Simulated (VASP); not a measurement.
Input:

```
CELL_PARAMETERS angstrom
      0.00000     3.29791     3.29791
      3.29791     0.00000     3.29791
      3.29791     3.29791     0.00000
ATOMIC_POSITIONS crystal
  Hg 0.00000 0.00000 0.00000
  Te 0.25000 0.25000 0.25000
```

Level of theory: rev-vdW-DF2, VASP's PBE PAW potentials (set 64) (plane waves; VASP 6.6.1). Numerical set-up: 520 eV cut-off, 11×11×11 Γ-centred mesh, tetrahedra with Blöchl corrections, potentials Hg Te.

Unless said otherwise, spin-orbit coupling is left out, though it shifts the bands of the heavy elements here.

**Question.** Predict the energy per atom (σ→0), band gap (on the k-mesh) with the smallest direct gap where there is one.

**Answer.** 
```
Quantity                                                    Result
------------------------  ----------------------------------------
band gap (on the k-mesh)  none (metal, semimetal or under 0.01 eV)
energy per atom (σ→0)                         24.4 kJ/mol of atoms
```

Only differences to runs with the same potentials and settings are physical.

The compound is HgTe in the zinc blende structure. It was relaxed first, which changed the volume by +6 %.
